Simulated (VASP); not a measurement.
# LaScSi: structure and properties in VASP, part 4 of 5

What structure does LaScSi take at this level, and what are its properties? The start is a computed cell from the Materials Project.

VASP 6.6.1; r2SCAN; plane waves and PAW (La, Sc_sv, Si).

Still holding for the runs below: The k-mesh is coarse for a metal.

So far. Step 5 (Total and projected DOS (r2SCAN)): The finer mesh and the other smearing move the Fermi level by -0.01 eV from the 5×5×5 run, a small shift, which tests the Fermi level alone. Step 7 (Volume scan with r2SCAN): The pressure here is 4.59 GPa.

### Step 8. Volume scan with r2SCAN (run 2)

Input file INCAR:

```
SYSTEM = LaScSi
PREC = Accurate
ENCUT = 400
EDIFF = 1E-06
NELM = 100
ISMEAR = 1
SIGMA = 0.2
LREAL = .FALSE.
ALGO = Normal
METAGGA = R2SCAN
LASPH = .TRUE.
NBANDS = 32
LORBIT = 11
LWAVE = .FALSE.
LCHARG = .FALSE.
KPAR = 4
ISIF = 2
```

Input file POSCAR:

```
LaScSi
1.0
    0.0000000000     -4.3004224310      0.0000000000
   -4.3004224310      0.0000000000      0.0000000000
    2.1502112155     -2.1502112155     -7.9490546606
La Sc Si
2 2 2
Direct
    0.3235440838      0.6764559162      0.3529118325
    0.6764559162      0.3235440838      0.6470881675
    0.5000000000      0.0000000000      0.0000000000
    0.0000000000      0.5000000000      0.0000000000
    0.1177636382      0.8822363618      0.7644727237
    0.8822363618      0.1177636382      0.2355272763
```

Input file KPOINTS:

```
Automatic mesh
0
Gamma
5 5 5
0 0 0
```

Potentials, in the order of the species: La, Sc_sv and Si (PBE family, release 64).

Started as:

```sh
mpirun -np 4 vasp_std
```

Log:

```text
[... set-up lines as in an earlier step ...]
 entering main loop
       N       E                     dE             d eps       ncg     rms          rms(c)
DAV:   1     0.704664879242E+03    0.70466E+03   -0.17914E+04  1168   0.177E+03
DAV:   2    -0.570264409698E+01   -0.71037E+03   -0.70061E+03  1880   0.572E+02
DAV:   3    -0.107945458508E+03   -0.10224E+03   -0.10102E+03  2016   0.292E+02
DAV:   4    -0.118433892370E+03   -0.10488E+02   -0.10060E+02  2096   0.723E+01
DAV:   5    -0.119508093354E+03   -0.10742E+01   -0.10659E+01  2176   0.229E+01    0.132E+01
DAV:   6    -0.104470825800E+03    0.15037E+02   -0.31813E+01  1680   0.383E+01    0.619E+00
DAV:   7    -0.103850497889E+03    0.62033E+00   -0.10277E+01  2272   0.170E+01    0.457E+00
DAV:   8    -0.103810861008E+03    0.39637E-01   -0.22478E+00  1744   0.908E+00    0.200E+00
DAV:   9    -0.103819645309E+03   -0.87843E-02   -0.36319E-01  2136   0.393E+00    0.579E-01
DAV:  10    -0.103821048959E+03   -0.14036E-02   -0.51453E-02  2152   0.166E+00    0.191E-01
DAV:  11    -0.103821939653E+03   -0.89069E-03   -0.69593E-03  2240   0.643E-01    0.159E-01
DAV:  12    -0.103822252595E+03   -0.31294E-03   -0.11144E-03  2280   0.251E-01    0.668E-02
DAV:  13    -0.103822630952E+03   -0.37836E-03   -0.15701E-03  2096   0.221E-01    0.274E-02
DAV:  14    -0.103822547250E+03    0.83702E-04   -0.51194E-04  2016   0.175E-01    0.964E-03
DAV:  15    -0.103822549652E+03   -0.24019E-05   -0.41870E-05  2192   0.482E-02    0.269E-03
DAV:  16    -0.103822548908E+03    0.74427E-06   -0.22087E-06  1336   0.149E-02
   1 F= -.10382255E+03 E0= -.10382614E+03  d E =0.107858E-01
```

Elapsed: 36 s, on 4 MPI ranks of Intel Xeon 6975P-C (Granite Rapids), shared host; peak memory 0.98 GiB.

From OUTCAR (step 8):

```text
   ENCUT  =  400.0 eV  29.40 Ry    5.42 a.u.   7.01  7.01 13.88*2*pi/ulx,y,z

   NELECT =      52.0000    total number of electrons

 E-fermi :   7.1526

 k-point     1 :       0.0000    0.0000    0.0000
  band No.  band energies     occupation
    ...
     24       6.1705      2.00000
     25       6.4487      2.00001
     26       6.4487      2.00001
     27       6.9253      2.06820
     28       6.9728      2.02236
     29       8.1016     -0.00000
     30       8.4547     -0.00000
     31       8.4547     -0.00000
     32       9.3417     -0.00000

  Total        2.5944059      2.5944059      2.8532728      0.0000000     -0.0000000     -0.0000000
  in kB       28.2755322     28.2755322     31.0968333      0.0000000     -0.0000000     -0.0000000
  external PRESSURE =      29.2159659 kB  Pullay stress =       0.0000000 kB

 POSITION                                       TOTAL-FORCE (eV/Angst)
 -----------------------------------------------------------------------------------
     -2.15021     -2.15021     -2.80532         0.000000     -0.000000     -0.116309
     -0.00000     -4.30042     -5.14374        -0.000000      0.000000      0.116309
      0.00000     -2.15021      0.00000        -0.000000     -0.000000      0.000000
     -2.15021      0.00000      0.00000         0.000000      0.000000      0.000000
     -2.15021     -2.15021     -6.07684         0.000000     -0.000000      0.071472
     -0.00000     -4.30042     -1.87222        -0.000000      0.000000     -0.071472
 -----------------------------------------------------------------------------------
    total drift:                               -0.000000      0.000000      0.000000

  FREE ENERGIE OF THE ION-ELECTRON SYSTEM (eV)
  ---------------------------------------------------
  free  energy   TOTEN  =      -103.8225489077 eV

  energy  without entropy=     -103.8333347509  energy(sigma->0) =     -103.82614419

[... 3 parts as in an earlier step ...]

[... 13 further parts left out ...]
```

This step gave:

```
SCF cycles              : 16
free energy (TOTEN)     : -103.8225 eV
energy at zero smearing : -103.8261 eV
Fermi energy            : 7.153 eV
pressure                : 2.922 GPa
```

Force by atom:

```
atom  x (eV/Å)  y (eV/Å)  z (eV/Å)   size
 La1     0.000     0.000    -0.116  0.116
 La2     0.000     0.000     0.116  0.116
 Sc3     0.000     0.000     0.000  0.000
 Sc4     0.000     0.000     0.000  0.000
 Si5     0.000     0.000     0.071  0.071
 Si6     0.000     0.000    -0.071  0.071
```

The pressure falls from 4.59 to 2.92 GPa.

The run ends at a pressure of 2.92 GPa, with forces up to 0.12 eV/Å.

### Step 9. Volume scan with r2SCAN (run 3)

INCAR is that of step 8.

POSCAR, as its differences from that of step 8:

```diff
@@ -2,5 +2,5 @@
 1.0
-    0.0000000000     -4.3004224310      0.0000000000
-   -4.3004224310      0.0000000000      0.0000000000
-    2.1502112155     -2.1502112155     -7.9490546606
+    0.0000000000     -4.3300814540      0.0000000000
+   -4.3300814540      0.0000000000      0.0000000000
+    2.1650407270     -2.1650407270     -8.0038774597
 La Sc Si
```

KPOINTS is that of step 8.

Started as:

```sh
mpirun -np 4 vasp_std
```

Log:

```text
[... set-up lines as in an earlier step ...]
 entering main loop
       N       E                     dE             d eps       ncg     rms          rms(c)
DAV:   1     0.715374401342E+03    0.71537E+03   -0.17944E+04  1152   0.177E+03
DAV:   2    -0.330843649656E+01   -0.71868E+03   -0.70872E+03  1880   0.578E+02
DAV:   3    -0.107574774866E+03   -0.10427E+03   -0.10346E+03  2016   0.294E+02
DAV:   4    -0.118346272104E+03   -0.10771E+02   -0.10411E+02  2080   0.723E+01
[...]
DAV:  14    -0.103864524796E+03   -0.21375E-05   -0.79966E-05  2152   0.644E-02    0.927E-03
DAV:  15    -0.103864525491E+03   -0.69459E-06   -0.14530E-05  1896   0.274E-02    0.448E-03
DAV:  16    -0.103864524625E+03    0.86528E-06   -0.47612E-06  1640   0.173E-02
   1 F= -.10386452E+03 E0= -.10386750E+03  d E =0.891462E-02
```

The job ended after 37 s (4 MPI ranks; peak memory 0.98 GiB).

From OUTCAR (step 9):

```text
  Total        1.2499712      1.2499712      1.3591350      0.0000000      0.0000000      0.0000000
  in kB       13.3449835     13.3449835     14.5104408      0.0000000      0.0000000      0.0000000
  external PRESSURE =      13.7334693 kB  Pullay stress =       0.0000000 kB

 POSITION                                       TOTAL-FORCE (eV/Angst)
 -----------------------------------------------------------------------------------
     -2.16504     -2.16504     -2.82466         0.000000      0.000000     -0.053836
     -0.00000     -4.33008     -5.17921         0.000000      0.000000      0.053836
      0.00000     -2.16504      0.00000         0.000000      0.000000     -0.000000
     -2.16504      0.00000      0.00000         0.000000      0.000000     -0.000000
     -2.16504     -2.16504     -6.11875         0.000000      0.000000      0.032077
     -0.00000     -4.33008     -1.88513         0.000000      0.000000     -0.032077
 -----------------------------------------------------------------------------------
    total drift:                               -0.000000      0.000000      0.000000

  FREE ENERGIE OF THE ION-ELECTRON SYSTEM (eV)
  ---------------------------------------------------
  free  energy   TOTEN  =      -103.8645246253 eV

  energy  without entropy=     -103.8734392430  energy(sigma->0) =     -103.86749616

[... 1 part as in an earlier step ...]

[... 2 further parts left out ...]
[key lines of the parts left out:]
E-fermi :   6.9721
```

The pressure falls from 2.92 to 1.37 GPa.

The run ends at a pressure of 1.37 GPa, with forces up to 0.054 eV/Å.

### Step 10. Volume scan with r2SCAN (run 4)

INCAR is that of step 9.

POSCAR, as its differences from that of step 9:

```diff
@@ -2,5 +2,5 @@
 1.0
-    0.0000000000     -4.3300814540      0.0000000000
-   -4.3300814540      0.0000000000      0.0000000000
-    2.1650407270     -2.1650407270     -8.0038774597
+    0.0000000000     -4.3593396486      0.0000000000
+   -4.3593396486      0.0000000000      0.0000000000
+    2.1796698243     -2.1796698243     -8.0579593533
 La Sc Si
```

KPOINTS is that of step 9.

Started as:

```sh
mpirun -np 4 vasp_std
```

Log:

```text
[... set-up lines as in an earlier step ...]
 entering main loop
       N       E                     dE             d eps       ncg     rms          rms(c)
DAV:   1     0.712611846552E+03    0.71261E+03   -0.17893E+04  1152   0.174E+03
DAV:   2    -0.336744766778E+01   -0.71598E+03   -0.70585E+03  1896   0.578E+02
DAV:   3    -0.108078080343E+03   -0.10471E+03   -0.10390E+03  2008   0.294E+02
[... 1 cycle as in an earlier step ...]
DAV:   5    -0.119568707121E+03   -0.10523E+01   -0.10412E+01  2168   0.223E+01    0.126E+01
[... 4 cycles as in an earlier step ...]
DAV:  10    -0.103876496420E+03    0.19137E-02   -0.70576E-02  2104   0.179E+00    0.191E-01
[... 1 cycle as in an earlier step ...]
DAV:  12    -0.103878024727E+03   -0.78344E-04   -0.11516E-03  2168   0.289E-01    0.809E-02
DAV:  13    -0.103878346449E+03   -0.32172E-03   -0.44768E-04  2152   0.140E-01    0.114E-02
DAV:  14    -0.103878349328E+03   -0.28797E-05   -0.77408E-05  2096   0.634E-02    0.677E-03
DAV:  15    -0.103878351554E+03   -0.22254E-05   -0.21314E-05  1888   0.299E-02    0.451E-03
DAV:  16    -0.103878351816E+03   -0.26179E-06   -0.26244E-06  1384   0.160E-02
   1 F= -.10387835E+03 E0= -.10388042E+03  d E =0.619447E-02
```

Wall time 37 s (4 MPI ranks); peak memory 0.95 GiB.

From OUTCAR (step 10):

```text
  Total       -0.0215580     -0.0215580     -0.0521978      0.0000000      0.0000000      0.0000000
  in kB       -0.2255549     -0.2255549     -0.5461306      0.0000000      0.0000000      0.0000000
  external PRESSURE =      -0.3324135 kB  Pullay stress =       0.0000000 kB

 POSITION                                       TOTAL-FORCE (eV/Angst)
 -----------------------------------------------------------------------------------
     -2.17967     -2.17967     -2.84375         0.000000     -0.000000      0.003984
     -0.00000     -4.35934     -5.21421        -0.000000      0.000000     -0.003984
      0.00000     -2.17967      0.00000        -0.000000     -0.000000      0.000000
     -2.17967      0.00000      0.00000        -0.000000     -0.000000      0.000000
     -2.17967     -2.17967     -6.16009        -0.000000      0.000000     -0.003345
     -0.00000     -4.35934     -1.89787         0.000000     -0.000000      0.003345
 -----------------------------------------------------------------------------------
    total drift:                               -0.000000      0.000000      0.000000

  FREE ENERGIE OF THE ION-ELECTRON SYSTEM (eV)
  ---------------------------------------------------
  free  energy   TOTEN  =      -103.8783518155 eV

  energy  without entropy=     -103.8845462821  energy(sigma->0) =     -103.88041664

[... 2 parts as in an earlier step ...]

[... 1 further part left out ...]
[key lines of the parts left out:]
E-fermi :   6.7977
```

The pressure falls from 1.37 to -0.03 GPa.

The run ends at a pressure of -0.03 GPa, with forces up to 0.0040 eV/Å.

### Step 11. Volume scan with r2SCAN (run 5)

INCAR is that of step 10.

POSCAR, as its differences from that of step 10:

```diff
@@ -2,5 +2,5 @@
 1.0
-    0.0000000000     -4.3593396486      0.0000000000
-   -4.3593396486      0.0000000000      0.0000000000
-    2.1796698243     -2.1796698243     -8.0579593533
+    0.0000000000     -4.3882102890      0.0000000000
+   -4.3882102890      0.0000000000      0.0000000000
+    2.1941051445     -2.1941051445     -8.1113248777
 La Sc Si
```

KPOINTS is that of step 10.

Started as:

```sh
mpirun -np 4 vasp_std
```

Log:

```text
[... set-up lines as in an earlier step ...]
 entering main loop
       N       E                     dE             d eps       ncg     rms          rms(c)
DAV:   1     0.721693856779E+03    0.72169E+03   -0.17898E+04  1152   0.174E+03
DAV:   2     0.230291592569E+01   -0.71939E+03   -0.70976E+03  1848   0.573E+02
DAV:   3    -0.106875037881E+03   -0.10918E+03   -0.10820E+03  1984   0.298E+02
DAV:   4    -0.118278378880E+03   -0.11403E+02   -0.10877E+02  2096   0.748E+01
[...]
DAV:  14    -0.103866275564E+03   -0.44538E-06   -0.11196E-04  2032   0.825E-02    0.941E-03
DAV:  15    -0.103866276890E+03   -0.13264E-05   -0.13493E-05  2024   0.312E-02    0.288E-03
DAV:  16    -0.103866276394E+03    0.49643E-06   -0.15867E-06  1168   0.148E-02
   1 F= -.10386628E+03 E0= -.10386727E+03  d E =0.296788E-02
```

Run time: 45 s. Hardware: 4 MPI ranks; peak memory 1.1 GiB.

OUTCAR, selected parts (step 11):

```text
  Total       -1.2387943     -1.2387943     -1.3936642      0.0000000      0.0000000      0.0000000
  in kB      -12.7070029    -12.7070029    -14.2955898      0.0000000      0.0000000      0.0000000
  external PRESSURE =     -13.2365319 kB  Pullay stress =       0.0000000 kB

 POSITION                                       TOTAL-FORCE (eV/Angst)
 -----------------------------------------------------------------------------------
     -2.19411     -2.19411     -2.86258        -0.000000      0.000000      0.051843
     -0.00000     -4.38821     -5.24874         0.000000     -0.000000     -0.051843
      0.00000     -2.19411      0.00000         0.000000     -0.000000      0.000000
     -2.19411      0.00000      0.00000         0.000000      0.000000      0.000000
     -2.19411     -2.19411     -6.20089         0.000000     -0.000000     -0.033027
     -0.00000     -4.38821     -1.91044        -0.000000      0.000000      0.033027
 -----------------------------------------------------------------------------------
    total drift:                                0.000000      0.000000     -0.000000

  FREE ENERGIE OF THE ION-ELECTRON SYSTEM (eV)
  ---------------------------------------------------
  free  energy   TOTEN  =      -103.8662763936 eV

  energy  without entropy=     -103.8692442778  energy(sigma->0) =     -103.86726569

[... 1 part as in an earlier step ...]

[... 2 further parts left out ...]
[key lines of the parts left out:]
E-fermi :   6.6293
```

The pressure falls from -0.03 to -1.32 GPa.

The run ends at a pressure of -1.32 GPa, with forces up to 0.052 eV/Å.

### Step 12. Volume scan with r2SCAN (run 6)

INCAR is that of step 11.

POSCAR, as its differences from that of step 11:

```diff
@@ -2,5 +2,5 @@
 1.0
-    0.0000000000     -4.3882102890      0.0000000000
-   -4.3882102890      0.0000000000      0.0000000000
-    2.1941051445     -2.1941051445     -8.1113248777
+    0.0000000000     -4.4167059594      0.0000000000
+   -4.4167059594      0.0000000000      0.0000000000
+    2.2083529797     -2.2083529797     -8.1639972944
 La Sc Si
```

KPOINTS is that of step 11.

Started as:

```sh
mpirun -np 4 vasp_std
```

Log:

```text
[... set-up lines as in an earlier step ...]
 entering main loop
       N       E                     dE             d eps       ncg     rms          rms(c)
DAV:   1     0.718660185946E+03    0.71866E+03   -0.17880E+04  1152   0.173E+03
DAV:   2    -0.683024042237E+01   -0.72549E+03   -0.71547E+03  1856   0.562E+02
DAV:   3    -0.106368786432E+03   -0.99539E+02   -0.98810E+02  1984   0.290E+02
DAV:   4    -0.118180160477E+03   -0.11811E+02   -0.11633E+02  2104   0.698E+01
[...]
DAV:  14    -0.103830640568E+03    0.13267E-05   -0.11605E-04  2104   0.781E-02    0.104E-02
DAV:  15    -0.103830642557E+03   -0.19898E-05   -0.18081E-05  2008   0.323E-02    0.699E-03
DAV:  16    -0.103830642031E+03    0.52638E-06   -0.63269E-06  1712   0.192E-02
   1 F= -.10383064E+03 E0= -.10383046E+03  d E =-.533985E-03
```

Wall time 46 s (4 MPI ranks); peak memory 1.1 GiB.

OUTCAR, selected parts (step 12):

```text
  Total       -2.3944568     -2.3944568     -2.6662391      0.0000000     -0.0000000      0.0000000
  in kB      -24.0889441    -24.0889441    -26.8231542      0.0000000     -0.0000000      0.0000000
  external PRESSURE =     -25.0003474 kB  Pullay stress =       0.0000000 kB

 POSITION                                       TOTAL-FORCE (eV/Angst)
 -----------------------------------------------------------------------------------
     -2.20835     -2.20835     -2.88117         0.000000     -0.000000      0.100191
     -0.00000     -4.41671     -5.28283         0.000000     -0.000000     -0.100191
      0.00000     -2.20835      0.00000         0.000000      0.000000      0.000000
     -2.20835      0.00000      0.00000         0.000000     -0.000000      0.000000
     -2.20835     -2.20835     -6.24115         0.000000     -0.000000     -0.060383
     -0.00000     -4.41671     -1.92284        -0.000000      0.000000      0.060383
 -----------------------------------------------------------------------------------
    total drift:                                0.000000      0.000000     -0.000000

  FREE ENERGIE OF THE ION-ELECTRON SYSTEM (eV)
  ---------------------------------------------------
  free  energy   TOTEN  =      -103.8306420309 eV

  energy  without entropy=     -103.8301080460  energy(sigma->0) =     -103.83046404

[... 1 part as in an earlier step ...]

[... 2 further parts left out ...]
[key lines of the parts left out:]
E-fermi :   6.4664
```

The pressure falls from -1.32 to -2.50 GPa.

The run ends at a pressure of -2.50 GPa, with forces up to 0.10 eV/Å.

[end of part 4 of 5]

[Lines on the potential files, build, host, timing and source positions are cut from VASP's logs without a mark.]

[Logs are printed without paths, hosts, clocks, repeated set-up lines and the standing remarks that a program may print on its own settings, such as how far it seeks lower states.]

[Hosts, paths, dates, database ids (printed as entryN), source tags and the programs' standing remarks are cut or masked in the printed files.]

[A measured line is paired with the nearest computed mode of its activity, which favours agreement.]

[In band tables of VASP the shares of atoms and orbitals are scaled to a sum of 1 inside the atoms' spheres.]
